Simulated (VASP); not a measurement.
An input for Ansatz (written as the equivalent of a VASP run, and not itself run):

Ansatz 0.2 input:
```yaml
crystal:
  lattice:
    - [4.5263082, 0.0000000, 0.0000000]
    - [0.0000000, 4.5263082, 0.0000000]
    - [0.0000000, 0.0000000, 4.5263082]
  atoms:
    - { symbol: Fe, position: [0.8614844, 0.6385156, 0.3614844], spin: 1.1 }
    - { symbol: Fe, position: [0.3614844, 0.8614844, 0.6385156], spin: 1.1 }
    - { symbol: Fe, position: [0.1385156, 0.1385156, 0.1385156], spin: 1.1 }
    - { symbol: Fe, position: [0.6385156, 0.3614844, 0.8614844], spin: 1.1 }
    - { symbol: Ge, position: [0.1574742, 0.3425258, 0.6574742], spin: -0.1 }
    - { symbol: Ge, position: [0.6574742, 0.1574742, 0.3425258], spin: -0.1 }
    - { symbol: Ge, position: [0.8425258, 0.8425258, 0.8425258], spin: -0.1 }
    - { symbol: Ge, position: [0.3425258, 0.6574742, 0.1574742], spin: -0.1 }
kpoints:
  mp_grid: { grid: [7, 7, 7] }
hamiltonian:
  xc: pbesol
  pseudopotentials: { kind: paw }
magnetization: { spin_polarized: true }
scf:
  occupations: { method: methfessel_paxton, width: 0.1 }
  max_iter: 100
relax:
  max_steps: 40
  f_tol: 0.02
  cell: { p_target: 10 }
output: { forces: true, stress: true, eigenvalues: true }
```

Write the VASP files for the same calculation (PBEsol).

One answer among several that fit: 
**INCAR**
```
SYSTEM = FeGe
PREC = Accurate; ENCUT = 500; LREAL = .FALSE.
LASPH = .TRUE.
EDIFF = 1E-6; NELM = 100; ALGO = Normal
LMAXMIX = 4
ISMEAR = 1; SIGMA = 0.1
GGA = PS
MAGMOM = 4*1.1 4*-0.1
ISPIN = 2
IBRION = 2; NSW = 40; ISIF = 3
EDIFFG = -0.02; PSTRESS = 100
LWAVE = .FALSE.; LCHARG = .FALSE.; LORBIT = 10
```

KPOINTS:
```
Automatic mesh
0
Gamma
7 7 7
0 0 0
```

### POSCAR
```
FeGe
1
    4.5263082180    -0.0000000000     0.0000000000
    0.0000000000     4.5263082180    -0.0000000000
   -0.0000000000     0.0000000000     4.5263082180
Fe Ge
4 4
Direct
  0.8614844229   0.6385155771   0.3614844229
  0.3614844229   0.8614844229   0.6385155771
  0.1385155771   0.1385155771   0.1385155771
  0.6385155771   0.3614844229   0.8614844229
  0.1574742169   0.3425257831   0.6574742169
  0.6574742169   0.1574742169   0.3425257831
  0.8425257831   0.8425257831   0.8425257831
  0.3425257831   0.6574742169   0.1574742169
```

POTCAR, in this order: Fe Ge_d (PBE.64 set). Program: vasp_std.

The two are equivalent in intent, not identical: each code has its own PAW files, so the cut-off isn't converted (ENCUT is set for VASP's; basis.ecutwfc is left out, and Ansatz then takes the one that its files recommend); Ansatz stops its SCF on the density residual and VASP on the energy change (EDIFF).

The compound is FeGe in the B20 structure. This run relaxes it under an external pressure of 10 GPa. Symmetry was kept, so distortions that lower it aren't found.
